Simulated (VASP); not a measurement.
```
CELL_PARAMETERS angstrom
      1.23328    -2.13611     0.00000
      1.23328     2.13611     0.00000
      0.00000     0.00000     6.95238
ATOMIC_POSITIONS crystal
  C  0.00000 0.00000 0.25000
  C  0.00000 0.00000 0.75000
  C  0.33333 0.66667 0.25000
  C  0.66667 0.33333 0.75000
```

Calculation: PBE GGA with D3 dispersion (zero damping), VASP's PBE PAW potentials (set 64) (plane waves; VASP 6.6.1). Run with 520 eV cut-off, Gaussian smearing of 0.050 eV, potentials C.

Q: Predict the band gap (along the path) with the smallest direct gap where there is one.

A: 
| Quantity | Result |
|---|---|
| band gap (along the path) | none (metal, semimetal or under 0.01 eV) |

The absolute energy has meaning only against runs of the same code, potentials and settings.

The compound is C in the graphite structure. It was relaxed first.
